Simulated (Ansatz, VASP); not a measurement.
# MoS2 in two plane-wave programs, part 3 of 3

Wanted: the spread between two codes on one cell, functional and k mesh. The cell is taken from a series of runs on this material, whose earlier steps may have relaxed, scaled, displaced or heated it; both programs get it as it stands.

VASP 6.6.1 and Ansatz 0.2.0.

So far: Set-up; Ansatz: zone-centre phonons, PBEsol, pair 1; VASP: zone-centre phonons, PBEsol, pair 1; Side by side.

### Step 5. VASP: zone-centre phonons, PBEsol, pair 2

Level of this step: PBEsol, no spin polarisation; plane waves and PAW (Mo_sv, S) (VASP).

Second derivatives magnify differences that forces hide, and they need a tight electronic threshold.

INCAR

```
SYSTEM = MoS2
PREC = Accurate
ENCUT = 500
EDIFF = 1E-08
NELM = 120
ISMEAR = 1
SIGMA = 0.2
LREAL = .FALSE.
ALGO = Normal
GGA = PS
NBANDS = 19
LASPH = .TRUE.
LORBIT = 11
LWAVE = .FALSE.
LCHARG = .FALSE.
ISIF = 2
IBRION = 8
GGA_COMPAT = .FALSE.
NELMDL = -8
KPAR = 2
```

POSCAR

```
MoS2
1.0
    3.1742803848      0.0000000000      0.0000000000
   -1.5871401924      2.6951053451      0.0000000000
    0.0000000000      0.0000000000     29.5040000000
Mo S
1 2
Direct
    0.0000000000      0.0000000000      0.3389370933
    0.3356583982      0.6713167965      0.3927809614
    0.6643416018      0.3286832035      0.2850932252
```

KPOINTS

```
Automatic mesh
0
Gamma
15 15 1
0 0 0
```

PAW data sets: Mo_sv and S (PBE family, release 64).

Command:

```console
$ mpirun -np 2 vasp_std
```

Numbers of over 12 decimals in the logs are rounded to 6 here.

The program printed:

```text
[banner, memory and clock lines left out]
running    2 mpi-ranks, on    1 nodes
[...]
[... a notice as in an earlier step ...]

 LDA part: xc-table for (Slater+PW92), standard interpolation
 POSCAR, INCAR and KPOINTS ok, starting setup
[...]
entering main loop
       N       E                     dE             d eps       ncg     rms          rms(c)
DAV:   1     0.146842720222E+03    0.14684E+03   -0.12823E+04  3440   0.100E+03
DAV:   2    -0.116073561054E+02   -0.15845E+03   -0.15574E+03  3481   0.214E+02
DAV:   3    -0.239484747073E+02   -0.12341E+02   -0.12236E+02  3313   0.557E+01
DAV:   4    -0.241193440266E+02   -0.17087E+00   -0.16989E+00  3306   0.713E+00
[...]
DAV:  28    -0.225593310686E+02   -0.12324E-06   -0.37609E-10  1992   0.126E-04    0.490E-05
DAV:  29    -0.225593310839E+02   -0.15306E-07    0.56801E-10  1780   0.494E-05    0.185E-05
DAV:  30    -0.225593310886E+02   -0.47130E-08    0.61910E-10  1577   0.254E-05
   1 F= -.22559331E+02 E0= -.22558391E+02  d E =-.281911E-02
[...]
RMM:  12    -0.909784709613E-01   -0.12355E-06   -0.51364E-08  4440   0.272E-05    0.445E-06
RMM:  13    -0.909784901092E-01   -0.19148E-07    0.14256E-08  4554   0.133E-05    0.164E-06
RMM:  14    -0.909784864269E-01    0.36822E-08   -0.58423E-09  3822   0.780E-06    0.104E-06
 first order change of Fermi-energy  -0.35068E-01
 force on displaced ion       2 direction 2 :  -0.000  -6.045  -0.235
 Linear response progress:
  Degree of freedom:   6/  6
       N       E                     dE             d eps       ncg     rms          rms(c)
RMM:   1    -0.175832124762E+00   -0.17583E+00   -0.12516E-01  6103   0.188E+00
RMM:   2    -0.158141521918E+00    0.17691E-01   -0.14861E-02  4063   0.622E-01    0.357E-01
RMM:   3    -0.158323548742E+00   -0.18203E-03   -0.94755E-04  3918   0.174E-01    0.248E-01
RMM:   4    -0.158753715216E+00   -0.43017E-03   -0.66440E-04  3782   0.147E-01    0.856E-02
[...]
RMM:  21    -0.158525640218E+00   -0.15973E-08   -0.49248E-07  3432   0.914E-06    0.223E-07
RMM:  22    -0.158525641091E+00   -0.87243E-09   -0.46882E-07  3362   0.905E-06    0.115E-07
RMM:  23    -0.158525641052E+00    0.38178E-10   -0.49299E-07  3091   0.885E-06    0.809E-08
 first order change of Fermi-energy  -0.47118E+00
 force on displaced ion       2 direction 3 :  -0.000  -0.197 -13.363
 Linear response finished
```

Parts of OUTCAR (step 5):

```text
  Total       -0.9800916      0.1628708     -0.0120484      0.0000000     -0.0023797      0.0000000
  in kB       -6.2212168      1.0338364     -0.0764782      0.0000000     -0.0151056      0.0000000
  external PRESSURE =      -1.7546196 kB  Pullay stress =       0.0000000 kB

 POSITION                                       TOTAL-FORCE (eV/Angst)
 -----------------------------------------------------------------------------------
      0.00000      0.00000     10.00000         0.000000      0.000000      0.000000
     -0.00000      1.80927     11.58861        -0.000000     -0.000682      0.003200
      1.58714      0.88584      8.41139         0.000000      0.000682     -0.003200
 -----------------------------------------------------------------------------------
    total drift:                                0.000000      0.000000      0.000036

[... 2 further parts left out ...]
```

### Step 6. Ansatz: zone-centre phonons, PBEsol, pair 2

The same cell, functional, mesh and smearing now go to Ansatz, which takes its cutoff from its data sets.

The cell is taken from a series of runs on this material, whose earlier steps may have relaxed, scaled, displaced or heated it; both programs get it as it stands.

input.yaml

```yaml
crystal:
  lattice:
    - [3.1742803848, 0.0, 0.0]
    - [-1.5871401924, 2.6951053451, 0.0]
    - [0.0, 0.0, 29.504]
  atoms:
    - { symbol: Mo, position: [0.0, 0.0, 0.3389370933] }
    - { symbol: S, position: [0.3356583982, 0.6713167965, 0.3927809614] }
    - { symbol: S, position: [0.6643416018, 0.3286832035, 0.2850932252] }
  periodic: [true, true, false]
kpoints:
  mp_grid: { grid: [15, 15, 1] }
hamiltonian:
  xc: pbesol
  pseudopotentials: { kind: paw, azcp: { folder: soft_1 }, xc_functional: pbe }
scf:
  occupations: { method: methfessel_paxton, width: 0.2 }
output:
  eigenvalues: true
phonons:
  method: dfpt
```

Command:

```console
$ ansatz run input.yaml --threads 4 --pin off --max-ram 16384MiB --backend cpu --events-out ev --progress --plain --runs-dir out
```

The program printed:

```text
[...]
Crystal: 3 atoms, lattice volume = 252.407 Å³
Basis set: ecut = 420 eV, 4899 PW (Γ), exchange–correlation on 48×48×400 points (8 copies of the dense FFT grid, shifted against one another)
Bands: 17, of which v1, the nominal top of the filled ones, is band 13 counted from 1 (12 counted from 0)
Symmetry: 4 space group operations
[...]
k-point 2: bands = [... 9 lower, -7.6853, -7.2105, -6.8317, -6.1575, -4.9068, -4.6547, -2.5256, -1.9649]
  k-point 63: bands = [... 9 lower, -9.3435, -9.0631, -8.0026, -5.4372, -4.8908, -3.4462, -2.9126, -1.0496]
[...]
ASR residual: 2.756e-5 → 0.000e0 eV/Å²; symmetrization residual: 7.786e-6 eV/Å²
[...]
ASR residual per site (eV/Å²): 2.76e-5 6.67e-6 8.60e-6
  Γ frequencies (cm⁻¹): 0.00 0.00 0.00 215.04 236.19 260.45 262.05 358.34 402.66
[...]
[key lines of the parts left out:]
SCF converged after 11 iterations
Free energy (F): -6669.310366 eV
Fermi energy:    -5.079974 eV
```

### Step 7. Differences

Compared:

```csv
quantity,Ansatz,VASP,difference
optical mode 1 (cm⁻¹),215.0,225.9,-4.81 %
optical mode 2 (cm⁻¹),236.2,236.3,-0.06 %
optical mode 3 (cm⁻¹),260.4,260.9,-0.19 %
optical mode 4 (cm⁻¹),262.1,262.7,-0.23 %
optical mode 5 (cm⁻¹),358.3,358.6,-0.08 %
optical mode 6 (cm⁻¹),402.7,404.4,-0.42 %
```

Modes are paired by rising frequency, not by their patterns, so a pair may set unlike modes beside each other; they are those without the splitting of longitudinal modes. Where the cell holds vacuum, a pressure given here is an average over it and none of the material.

### Step 8. Outcome

```json
{
  "r.m.s. difference of the optical zone-centre modes, each program's sorted by frequency (zone-centre phonons, PBEsol, pair 1)": "0.68 cm⁻¹",
  "r.m.s. difference of the optical zone-centre modes, each program's sorted by frequency (zone-centre phonons, PBEsol, pair 2)": "4.5 cm⁻¹",
  "difference in optical mode 1 (zone-centre phonons, PBEsol, pair 2)": "-4.8 %"
}
```

What this shows: The r.m.s. difference of the optical zone-centre modes, each program's sorted by frequency is 0.68 cm⁻¹ (zone-centre phonons, PBEsol, pair 1). Among the rows given in per cent, the largest difference of the zone-centre phonons, PBEsol, pair 2 pair is in optical mode 1, -4.8 %. Such differences can come from data sets, numerical settings and the points named under the comparisons, not from the functional's error against experiment.

[Lines on the potential files, build, host, timing and source positions are cut from VASP's logs without a mark.]

[Logs are printed without paths, hosts, clocks, repeated set-up lines and the standing remarks that a program may print on its own settings, such as how far it seeks lower states.]

[Hosts, paths, dates, database ids (printed as entryN), source tags and the programs' standing remarks are cut or masked in the printed files.]
